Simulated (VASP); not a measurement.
Calculation: PBEsol GGA, VASP's PBE PAW potentials (set 64) (plane waves; VASP).

VASP ran on this input.

### KPOINTS
```
K-points
0
G
 5 5 5
0 0 0.5
```

INCAR:
```
SYSTEM=SnTe
PREC=Accurate; ENCUT=300; LREAL=.FALSE.
LASPH=.TRUE.
EDIFF=1E-6; NELM=100; ALGO=Normal
LMAXMIX=4
ISMEAR=1; SIGMA=0.1
GGA=PS
ISIF=2
LWAVE=.FALSE.; LCHARG=.FALSE.
```

**POSCAR**
```
SnTe
1
    0.0000000000     3.1858150000     3.1858150000
    3.1858150000     0.0000000000     3.1858150000
    3.1858150000     3.1858150000     0.0000000000
Sn Te
1 1
Direct
  0.0109510000   0.0045450000  -0.0033620000
  0.4890490000   0.4954550000   0.5033620000
```

POTCAR, in this order: Sn_d Te (PBE.64 set). Program: vasp_std.

Output

OSZICAR:
```
       N       E                     dE             d eps       ncg     rms          rms(c)
DAV:   1     0.996031145577E+02    0.99603E+02   -0.73766E+03  7148   0.114E+03
DAV:   2    -0.710386453836E+00   -0.10031E+03   -0.98752E+02  7824   0.288E+02
DAV:   3    -0.821449888000E+01   -0.75041E+01   -0.74561E+01  8916   0.823E+01
DAV:   4    -0.838518137744E+01   -0.17068E+00   -0.17063E+00  8278   0.136E+01
DAV:   5    -0.839111374062E+01   -0.59324E-02   -0.59323E-02  9440   0.220E+00    0.439E+00
DAV:   6    -0.833048032138E+01    0.60633E-01   -0.14160E-01  9194   0.307E+00    0.278E+00
DAV:   7    -0.832794799115E+01    0.25323E-02   -0.48412E-02  8672   0.139E+00    0.778E-01
DAV:   8    -0.832750418942E+01    0.44380E-03   -0.67370E-03  8238   0.770E-01    0.155E-01
DAV:   9    -0.832755056257E+01   -0.46373E-04   -0.52945E-04  8468   0.231E-01    0.277E-02
DAV:  10    -0.832754303762E+01    0.75249E-05   -0.55790E-05  8054   0.702E-02    0.195E-02
DAV:  11    -0.832754411149E+01   -0.10739E-05   -0.23339E-05  8446   0.408E-02    0.195E-02
DAV:  12    -0.832754373328E+01    0.37821E-06   -0.19299E-06  6358   0.100E-02
   1 F= -.83275437E+01 E0= -.83275505E+01  d E =0.204406E-04
```

**OUTCAR**
```
------------------------ aborting loop because EDIFF is reached ----------------------------------------
  FORCE on cell =-STRESS in cart. coord.  units (eV):
  Direction    XX          YY          ZZ          XY          YZ          ZX
  --------------------------------------------------------------------------------------
  Total       -0.7675246     -0.7438362     -0.6668719      0.0022477      0.0253492      0.0040142
  in kB      -19.0156527    -18.4287651    -16.5219515      0.0556863      0.6280334      0.0994529
  external PRESSURE =     -17.9887898 kB  Pullay stress =       0.0000000 kB
  volume of cell :       64.67
      direct lattice vectors                 reciprocal lattice vectors
     0.000000000  3.185815000  3.185815000    -0.156945711  0.156945711  0.156945711
     3.185815000  0.000000000  3.185815000     0.156945711 -0.156945711  0.156945711
     3.185815000  3.185815000  0.000000000     0.156945711  0.156945711 -0.156945711
 POSITION                                       TOTAL-FORCE (eV/Angst)
 -----------------------------------------------------------------------------------
      3.18958      3.20999      0.04937        -0.000270     -0.004811      0.001315
      3.18205      3.16164      3.13645         0.000270      0.004811     -0.001315
 -----------------------------------------------------------------------------------
    total drift:                               -0.000090     -0.000326      0.000151
  FREE ENERGIE OF THE ION-ELECTRON SYSTEM (eV)
  ---------------------------------------------------
  free  energy   TOTEN  =        -8.3275437333 eV

  energy  without entropy=       -8.3275641739  energy(sigma->0) =       -8.32755055
```
(Selected blocks of OUTCAR.)

At this cut-off the stress carries a Pulay error, which pulls relaxed volumes low.

The structure comes from a computed database's SnTe entry; how it stands against other phases isn't given here. The cell was not relaxed at this level, atoms are displaced from their ideal sites. The run is one of a series of settings (KPOINTS 5×5×5 Γ-centred mesh shifted by (0, 0, 0.5) against the base run), some of them coarse on purpose.
